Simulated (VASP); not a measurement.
Output of a VASP run:

**OSZICAR**
```
       N       E                     dE             d eps       ncg     rms          rms(c)
DAV:   1     0.255603980853E+03    0.25560E+03   -0.12911E+04  1268   0.241E+03
DAV:   2    -0.319109988749E+01   -0.25880E+03   -0.24633E+03  1660   0.350E+02
DAV:   3    -0.512181402961E+02   -0.48027E+02   -0.39798E+02  1926   0.188E+02
DAV:   4    -0.537161355123E+02   -0.24980E+01   -0.24874E+01  2316   0.425E+01
DAV:   5    -0.537807544273E+02   -0.64619E-01   -0.64419E-01  1934   0.557E+00    0.963E+00
DAV:   6    -0.493181190723E+02    0.44626E+01   -0.11582E+01  1842   0.224E+01    0.493E+00
DAV:   7    -0.489957183907E+02    0.32240E+00   -0.48208E+00  2200   0.142E+01    0.204E+00
DAV:   8    -0.490786287218E+02   -0.82910E-01   -0.23111E+00  2154   0.160E+01    0.140E+00
DAV:   9    -0.489676412723E+02    0.11099E+00   -0.30597E-01  2078   0.510E+00    0.646E-01
DAV:  10    -0.489492947160E+02    0.18347E-01   -0.19550E-01  2168   0.408E+00    0.111E-01
DAV:  11    -0.489502200031E+02   -0.92529E-03   -0.83400E-03  1696   0.708E-01    0.118E-01
DAV:  12    -0.489498026802E+02    0.41732E-03   -0.18240E-03  2276   0.466E-01    0.504E-02
DAV:  13    -0.489496743794E+02    0.12830E-03   -0.14309E-03  2118   0.339E-01    0.109E-02
DAV:  14    -0.489496722330E+02    0.21465E-05   -0.82681E-05  1984   0.908E-02    0.464E-03
DAV:  15    -0.489496721254E+02    0.10760E-06   -0.31312E-06  1680   0.143E-02
   1 F= -.44703348E+02 E0= -.44703523E+02  d E =-.447033E+02
```

File OUTCAR:
```
------------------------ aborting loop because EDIFF is reached ----------------------------------------
  FORCE on cell =-STRESS in cart. coord.  units (eV):
  Direction    XX          YY          ZZ          XY          YZ          ZX
  --------------------------------------------------------------------------------------
  Total        4.2400696      4.2400696      4.2400696      0.0000000     -0.0000000      0.0000000
  in kB       99.8527028     99.8527028     99.8527028      0.0000000     -0.0000000      0.0000000
  external PRESSURE =      -0.1472972 kB  Pullay stress =     100.0000000 kB
  volume of cell :       68.03
      direct lattice vectors                 reciprocal lattice vectors
     4.082328172  0.000000000  0.000000000     0.244958259  0.000000000  0.000000000
     0.000000000  4.082328172  0.000000000     0.000000000  0.244958259  0.000000000
     0.000000000  0.000000000  4.082328172     0.000000000  0.000000000  0.244958259
 POSITION                                       TOTAL-FORCE (eV/Angst)
 -----------------------------------------------------------------------------------
      0.00000      0.00000      0.00000        -0.000000      0.000000      0.000000
      3.26953      2.04116      2.04116        -0.000403      0.000000     -0.000000
      2.04116      0.81280      2.04116        -0.000000      0.000403     -0.000000
      2.04116      3.26953      2.04116        -0.000000     -0.000403      0.000000
      0.81280      2.04116      2.04116         0.000403      0.000000     -0.000000
      2.04116      2.04116      3.26953         0.000000      0.000000     -0.000403
      2.04116      2.04116      0.81280        -0.000000      0.000000      0.000403
 -----------------------------------------------------------------------------------
    total drift:                                0.000000      0.000000      0.000000
  FREE ENERGIE OF THE ION-ELECTRON SYSTEM (eV)
  ---------------------------------------------------
  free  energy   TOTEN  =       -48.9496721254 eV

  energy  without entropy=      -48.9501981703  energy(sigma->0) =      -48.94984747
  enthalpy is  TOTEN    =       -44.7033478181 eV   P V=        4.2463243073

 reached required accuracy - stopping structural energy minimisation
```
(Selected blocks of OUTCAR.)

**POSCAR**
```
LaB6
1
    4.0823281721     0.0000000000    -0.0000000000
   -0.0000000000     4.0823281721    -0.0000000000
    0.0000000000     0.0000000000     4.0823281721
La B
1 6
Direct
  0.0000000000   0.0000000000   1.0000000000
  0.8008984190   0.5000000000   0.5000000000
  0.5000000000   0.1991015810   0.5000000000
  0.5000000000   0.8008984190   0.5000000000
  0.1991015810   0.5000000000   0.5000000000
  0.5000000000   0.5000000000   0.8008984190
  0.5000000000   0.5000000000   0.1991015810
```

Q: Write an INCAR and KPOINTS that could have produced this output.

A: Several could match; the one computed here: the input of the run itself, PBE GGA, plane waves, VASP's PBE PAW potentials (set 64).

**KPOINTS**
```
Automatic mesh
0
Gamma
8 8 8
0 0 0
```

INCAR:
```
NELM = 100
ENCUT = 620   # plane-wave cut-off (eV)
ISMEAR = 1   # Methfessel-Paxton
LMAXMIX = 6   # l cut-off of mixed one-centre charges
SIGMA = 0.1   # width (eV)
ISIF = 3
LASPH = .TRUE.   # aspherical one-centre terms
LCHARG = .FALSE.
EDIFFG = -0.02   # ionic stop
ALGO = Normal   # blocked Davidson
PREC = Accurate
IBRION = 2
SYSTEM = LaB6
PSTRESS = 100
EDIFF = 1E-6   # SCF stop (eV)
NSW = 40
GGA = PE
LREAL = .FALSE.
LWAVE = .FALSE.
```

POTCAR, in this order: La B (PBE.64 set). Program: vasp_std.

The compound is LaB6 in the cab6 structure. It was relaxed first under an external pressure of 10 GPa. The electron count is odd and the run is not spin-polarised, which forces a metal.
